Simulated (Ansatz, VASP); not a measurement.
# Cross-check of Ge (Germanium) between VASP and Ansatz

Wanted: the spread between two codes on one cell, functional and k mesh. The cell is taken from a series of runs on this material, whose earlier steps may have relaxed, scaled, displaced or heated it; both programs get it as it stands.

Method: plane waves, with VASP 6.6.1 beside it; G0W0 gap at HSE06 form with 90 % exact exchange, screening 0.2078 1/A with an exact-exchange share of 0.9, in Ansatz 0.2.0.

### 1. The starting structure

It takes space group Fd-3m (No. 227, cubic). The conventional cell has a = 5.658 Å, b = 5.658 Å, c = 5.658 Å, α = 90.00°, β = 90.00°, γ = 90.00°. Ge has 4 Ge at 2.45 Å nearest.

### 2. Ansatz: G0W0 gap, HSE06 form with 90 % exact exchange, screening 0.2078 1/A with an exact-exchange share of 0.9

Ansatz runs on its PAW soft_1 files.

Quasiparticle shifts depend on high empty states and on the cores, so they are the hardest test of two PAW sets.

Input file input.yaml:

```yaml
crystal:
  lattice:
    - [0.0, 2.82891, 2.82891]
    - [2.82891, 0.0, 2.82891]
    - [2.82891, 2.82891, 0.0]
  atoms:
    - { symbol: Ge, position: [0.0, 0.0, 0.0] }
    - { symbol: Ge, position: [0.25, 0.25, 0.25] }
kpoints:
  mp_grid: { grid: [6, 6, 6] }
hamiltonian:
  xc:
    exchange: pbe
    correlation: pbe
    exx: { coeff: 0.9, omega: 0.2078 }
  pseudopotentials: { kind: paw, azcp: { folder: soft_1 } }
scf:
  occupations: { method: fixed }
gw:
  n_empty_bands: 188
  ecut_chi: 150.0
  qp_bands: [v2, c2]
  qp_kpoints: band_edges
  screening: { model: contour_deformation }
```

Run with:

```console
ansatz run input.yaml --threads 3 --pin off --max-ram 92160MiB --backend cuda --events-out ev --progress --plain --runs-dir out --devices 1 --max-vram 13GiB
```

Numbers of over 12 decimals in the logs are rounded to 6 here.

Output:

```text
GPUs: using 1 of 1 available (devices: 1).
Engine: ansatz 0.2.0, x86_64-unknown-linux-gnu
Pseudopotentials: kind: paw
Pseudopotential: Ge, paw, valence charge 14, recommended cutoff 420 eV (normal), soft_1/Ge.paw.azcp
Functional definition: unnamed
  parameter a_1 = 0.9
  parameter omega_1 = 0.2078/angstrom
  exchange = pbe_x + (-a_1)*pbe_x_sr(omega_1) + a_1*exact_x_sr(omega_1)
  correlation = pbe_c
davidson cushion auto → on  (no smearing: the cushion is to keep the highest requested band from converging to the state above it; pin scf.eigensolver.cushion to override)
device memory: the entry about to start is reckoned to put 0.5 GiB on a device that reports 44.8 GiB free (of which the cap on the GPU budget leaves the run 13.0 GiB)
GPU FFT provider: cuFFT
GPU libraries: cuBLAS 13.8.2, cuFFT 12.4.0, cuSOLVER 12.3.4
Crystal: 2 atoms, lattice volume = 45.278 Å³
Basis set: ecut = 420 eV, 893 PW (Γ)
Bands: 18, of which v1, the nominal top of the filled ones, is band 14 counted from 1 (13 counted from 0)
Symmetry: 48 space group operations
Space group: Fd-3m (ITA 227), of the structure as read, at distance tolerance 3.6e-5 Å
k-points: 16 of 216
Non-local potential: Ge, projectors of the file, l = 0: 2, l = 1: 2, l = 2: 3, l = 3: 1
PAW form: soft (Blöchl's): semilocal exchange-correlation on the pseudo side does not see the compensation charge
PAW frozen core: Ge, regenerated for the run's functional, and the local potential with it (the file was generated under x = pbe(κ = 0.804, μ = 0.219515), c = pbe(β = 0.066725))
PAW one-centre angular grid: Ge, 590 points (default); XC on 64 Gauss nodes
Initial density: superposition of atomic densities (chi_scale 0.1, normalization cell)
Initial wavefunctions: pseudopotential atomic-orbital guess
GPU buffer pool allocated for 19683 grid points (all kernels)
GPU transforms: local potential and band sums: pruned to the plane-wave sphere, on 25×27×27
Functional: x = pbe(κ = 0.804, μ = 0.219515), c = pbe(β = 0.066725), warm-up for x = pbe(κ = 0.804, μ = 0.219515) + 0.9 (exact − pbe) at short range (hse, ω = 0.2078 Å⁻¹), c = pbe(β = 0.066725)
SCF iter   1: F=—  HF=-8589.917999 eV  |F-HF|=—  |Δ(HF+E_count)|=         —  Δρ=3.56e-2  dr2=4.52e-1  ethr=1.00e-1  ⟨swp⟩=4.7  Hψ=839  notcnv=0
preconditioner: auto → none  [insulator: Δε(μ)=0.001 eV  Ē_g=23.271 eV  n_scr=14 (ndim 8)  ℏωp=29.2 eV  f_vac=0.000]
SCF iter   2: F=—  HF=-8589.915287 eV  |F-HF|=—  |Δ(HF+E_count)|=   2.71e-3  Δρ=1.85e-2  dr2=1.03e-1  ethr=1.61e-3  ⟨swp⟩=3.8  Hψ=717  notcnv=0  defer=1
iter 3 solved again at ethr=4.17e-6 eV; its pass at ethr=3.67e-4 eV (dr2=1.17e-3 eV) is discarded
SCF iter   3: F=—  HF=-8589.918522 eV  |F-HF|=—  |Δ(HF+E_count)|=   3.24e-3  Δρ=1.65e-3  dr2=1.17e-3  ethr=4.17e-6  ⟨swp⟩=4.1  Hψ=1663  notcnv=0
SCF iter   4: F=—  HF=-8589.916159 eV  |F-HF|=—  |Δ(HF+E_count)|=   2.36e-3  Δρ=1.09e-3  dr2=1.91e-4  ethr=4.17e-6  ⟨swp⟩=4.0  Hψ=1024  notcnv=0
SCF iter   5: F=—  HF=-8589.916232 eV  |F-HF|=—  |Δ(HF+E_count)|=   7.23e-5  Δρ=1.26e-4  dr2=4.60e-6  ethr=6.83e-7  ⟨swp⟩=3.2  Hψ=745  notcnv=0
SCF iter   6: F=-8589.916232 eV  HF=-8589.916232 eV  |F-HF|=6.89e-8  |Δ(HF+E_count)|=   2.96e-7  Δρ=1.95e-5  dr2=1.06e-7  ethr=1.64e-8  ⟨swp⟩=3.6  Hψ=862  notcnv=0
SCF 1 stopped early in 6 iterations: F = -8589.916232 eV  dr2 = 1.06e-7
  greatest PAW one-centre occupation: 0.998 electrons in one spin orbital (limit 2), on the Ge atom at site 1 (counted from 0), in its partial waves of l = 2
device memory: the entry about to start is reckoned to put 1.2 GiB on a device that reports 45.3 GiB free (of which the cap on the GPU budget leaves the run 13.0 GiB)
GPU FFT provider: cuFFT
GPU libraries: cuBLAS 13.8.2, cuFFT 12.4.0, cuSOLVER 12.3.4
Initial density: handed on by an earlier stage of this run
Initial wavefunctions: those handed on with the density
GPU buffer pool allocated for 19683 grid points (all kernels)
GPU transforms: local potential and band sums: pruned to the plane-wave sphere, on 25×27×27
Functional: x = pbe(κ = 0.804, μ = 0.219515) + 0.9 (exact − pbe) at short range (hse, ω = 0.2078 Å⁻¹), c = pbe(β = 0.066725)
Exchange kernel: α = 0.9000, screened, ω = 0.2078 Å⁻¹, Wigner–Seitz truncation, v(0) = 1047.3371 eV·Å³, q-mesh 6×6×6, nearest image of the exchange supercell L = 24.00 Å, pair-density grid 20×20×20, without the augmentation charges, whose exchange is taken in its separable form by FFT convolution over the k-point mesh (sized by the pseudopotential files, 24×24×24 at the most), smooth part of the exact exchange by density-matrix convolution in up to 2.45 GiB of GPU memory as planned if the GPU has room (build and FFT work areas not counted)
Frozen-core exchange: fock
SCF iter   1: F=—  HF=-8597.112046 eV  |F-HF|=—  |Δ(HF+E_count)|=         —  Δρ=2.43e-2  dr2=8.63e-2  ethr=3.80e-9  ⟨swp⟩=8.8  Hψ=2199  notcnv=0
[...]
NSCF: frozen V_eff on 1 k-points
device memory: the entry about to start is reckoned to put 0.3 GiB on a device that reports 49.7 GiB free (of which the cap on the GPU budget leaves the run 13.0 GiB)
NSCF: frozen V_eff on 1 k-points
hybrid SCF converged: 3 outer / 14 inner (+6 warm-up), last move |dexx| = 1.06e-6 eV, tail = 2.22e-7 eV
Stability not checked: this state was not tested for a lower state beside it, because the functional holds exact exchange (a hybrid, or Hartree-Fock), whose exchange loop this test does not read (fock_operator; see scf.lower_state_search)
Free energy (F): -8597.263869 eV
Frozen-core exchange: fock
Harris-Foulkes:  -8597.263869 eV  (|F-HF|=4.82e-8)
Internal energy: -8597.263869 eV  (E = F + TS)
E sigma→0 (E₀):  -8597.263869 eV
Fermi energy:    7.180799 eV
--- Per-component energies (eV) ---
  E_band       = -578.566451
  E_kinetic    = 180.033124
  E_local      = -4502.570116  (includes V_loc(G=0)·N_el)
  E_nonlocal   = 430.455102
  E_hartree    = 2157.891604
  E_xc         = -45.687147
  E_vxc        = -40.824929  (∫ρ·V_xc dr)
  E_exx        = -396.129435  (= α·E_x^exact, valence–valence)
  E_paw        = -3731.195273  (= ΣΔE_a)
  E_vpaw       = -169.185407  (= ΣTr[D̂ρ^β])
  E_aug_tail   = 0.000039  (compensation charges beyond the density's cutoff)
  E_ewald      = -2687.134708
  E_core_change = -2.927060  (= ΣΔE_core)
  E_smearing   = -0.000000  (= −TS)
  E_closure    = -0.000000  (closes the sum)
  Σ components = -8597.263869   (vs F -8597.263869, Δ=1.82e-12)
--- Band table (eV; the first three rows and the last of 16) ---
  k-point 0: bands = [... 10 lower, -9.9144, 7.1808, 7.1808, 7.1808, 10.8974, 12.3920]
  k-point 1: bands = [... 10 lower, -9.4456, 3.7156, 6.5829, 6.5829, 11.1266, 13.2161]
  k-point 2: bands = [... 10 lower, -8.1334, -0.5018, 5.7382, 5.7382, 10.3558, 13.7897]
  k-point 15: bands = [... 10 lower, -4.2905, -4.2905, 2.4234, 2.4234, 12.4566, 12.4566]
  guard bands above this table: 2 of the run's 18 bands. The solve was not asked for them (output.publish_guard_bands: true or output.eigenvalues: true publishes all)
--- G₀W₀: contour deformation, 6 samples at zero and on the imaginary axis and 2 off it, 216 q-points, 188 empty bands' worth ---
  eigenvalues of the whole cell's RPA ε∞ on this k-mesh (on a slab, of 1 + 4πα/V) = 7.4435, 7.4435, 7.4435; static W/v taken at q = 0 is 0.134345
  bands read: the sum over 202 bands ends inside a degenerate multiplet in 2 slots, whose members it reads at an even weight; the widest, k=0: bands 202 to 204 (counted from 1) at 1/3 each
  gw.qp_kpoints: band_edges: 9 of 16 stored k-points solved, in 2 passes; an edge of the gap read off the rows below is read off those points alone
    valence top: of the k-points left out ik 4 came nearest to being solved in a further pass, in band 13 (counted from 1, as in the quasiparticle table): it holds the edge there only if its correction is more favourable than any solved in that band by at least 0.785 eV; those differ by 0.753 eV
    conduction bottom: of the k-points left out ik 4 came nearest to being solved in a further pass, in band 15 (counted from 1, as in the quasiparticle table): it holds the edge there only if its correction is more favourable than any solved in that band by at least 0.660 eV; those differ by 0.604 eV
    ik  band        ε_KS         Σx   Σc(E_QP)       V_xc       Z   E_QP_lin       E_QP  E_QP is
     0    13      7.1808   -15.4489     0.5989   -15.3691  0.8393     7.6987     7.7000  root
     0    14      7.1808   -15.4489     0.5989   -15.3691  0.8393     7.6987     7.7000  root
     0    15     10.8974   -11.2702    -3.8534   -14.1185  0.8376     9.8979     9.8923  root
     0    16     12.3920    -7.6307    -3.6611   -10.6429  0.8333    11.7461    11.7432  root
     1    13      6.5829   -15.2657     0.6831   -15.1567  0.8369     7.1554     7.1571  root
     1    14      6.5829   -15.2657     0.6831   -15.1567  0.8369     7.1554     7.1571  root
     1    15     11.1266    -9.0359    -3.6722   -11.9633  0.8384    10.3851    10.3818  root
     1    16     13.2161    -7.6636    -3.8015   -10.7265  0.8289    12.4815    12.4775  root
     2    13      5.7382   -15.2504     0.8642   -15.0717  0.8328     6.4210     6.4237  root
     2    14      5.7382   -15.2504     0.8642   -15.0717  0.8328     6.4210     6.4237  root
     2    15     10.3558    -8.9110    -3.5455   -11.8196  0.8415     9.7212     9.7189  root
     2    16     13.7897    -6.9874    -3.9080   -10.1210  0.8270    13.0203    13.0153  root
     3    13      5.4079   -15.2814     0.9400   -15.0781  0.8311     6.1413     6.1446  root
     3    14      5.4079   -15.2814     0.9400   -15.0781  0.8311     6.1413     6.1446  root
     3    15     10.0694    -8.9920    -3.5063   -11.8927  0.8424     9.4658     9.4638  root
     3    16     13.6779    -6.6499    -3.8829    -9.7943  0.8290    12.9440    12.9394  root
     8    13      4.1265   -14.5766     1.0911   -14.3263  0.8241     4.9624     4.9674  root
     8    14      6.3377   -15.3535     0.7400   -15.2244  0.8357     6.9467     6.9486  root
     8    15     12.2431    -8.8147    -3.8315   -11.8129  0.8331    11.4145    11.4098  root
     8    16     13.6063    -7.5441    -3.8330   -10.6478  0.8286    12.8815    12.8771  root
     9    13      3.8517   -14.9912     1.2428   -14.6948  0.8213     4.7916     4.7981  root
     9    14      3.8517   -14.9912     1.2428   -14.6948  0.8213     4.7916     4.7981  root
     9    15      9.9618    -6.8435    -3.3828    -9.8255  0.8447     9.5619     9.5609  root
     9    16     11.6226    -6.2505    -3.7035    -9.3496  0.8399    11.0207    11.0182  root
[...]
11    13      1.4771   -14.5030     1.7289   -14.0459  0.7964     2.7304     2.7490  root
    11    14      4.2317   -15.0799     1.1680   -14.8040  0.8240     5.1182     5.1237  root
    11    15     11.0157    -6.7221    -3.5819    -9.7669  0.8417    10.4804    10.4786  root
    11    16     16.3913    -6.1113    -4.3891    -9.4040  0.8050    15.3074    15.2948  root
    12    13      3.1953   -15.0325     1.3892   -14.6987  0.8162     4.2416     4.2507  root
    12    14      3.1953   -15.0325     1.3892   -14.6987  0.8162     4.2416     4.2507  root
    12    15     10.0666    -6.5069    -3.4492    -9.5369  0.8450     9.6485     9.6474  root
    12    16     10.0666    -6.5069    -3.4492    -9.5369  0.8450     9.6485     9.6474  root
```

Reading the cycles: dr2 is the Hartree energy of the density residual (eV), the measure of convergence; HF is the Harris–Foulkes estimate of the energy, which meets the free energy F at convergence.

(Continued in part 2 of 2.)

[Lines on the potential files, build, host, timing and source positions are cut from VASP's logs without a mark.]

[Logs are printed without paths, hosts, clocks, repeated set-up lines and the standing remarks that a program may print on its own settings, such as how far it seeks lower states.]

[Hosts, paths, dates, database ids (printed as entryN), source tags and the programs' standing remarks are cut or masked in the printed files.]
